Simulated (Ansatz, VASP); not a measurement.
## BaB in VASP and in Ansatz

```
Ba B
1.0
     3.45441    0.00000    0.00000
     0.00000    2.36607    2.38386
     0.00000   -2.36607    2.38386
Ba B
1 1
Direct
  0.00000 0.91032 0.91032
  0.50000 0.58968 0.58968
```

Alike in both runs: task single point; functional PBE; k mesh 6 × 6 × 6; occupations gaussian, width 0.1 eV; no spin polarisation.

```csv
,VASP,Ansatz
version,VASP 6.6.1,Ansatz 0.2.0
potentials or method,"VASP PAW PBE potentials, release 64 (Ba_sv, B)","scalar-relativistic, plane waves, PAW"
plane-wave cutoff (eV),520,420
valence electrons in the cell,13,13
```

Ansatz gave:

- gap on the k mesh at the Fermi level (eV): none
- pressure (GPa): 22.5
- largest component of the traceless stress (GPa): 11.97
- rms of the force components (eV/Å): 2.154

Task: Estimate VASP's values.

Result: gap on the k mesh at the Fermi level (eV): none; pressure (GPa): 26.6; largest component of the traceless stress (GPa): 13.78; rms of the force components (eV/Å): 2.380.

Atom by atom the forces differ by 0.226 eV/Å (rms over components). A gap of «none» marks a metal or a gap that the smearing closes.

Caveats: so large a pressure means that the cell lies far from this level's equilibrium, or that cutoff or potentials fall short (VASP); forces of over 1 eV/Å show positions far from the minimum, so gaps and moduli don't describe the material at rest. The runs have no spin-orbit coupling, so splittings on Ba are missing.
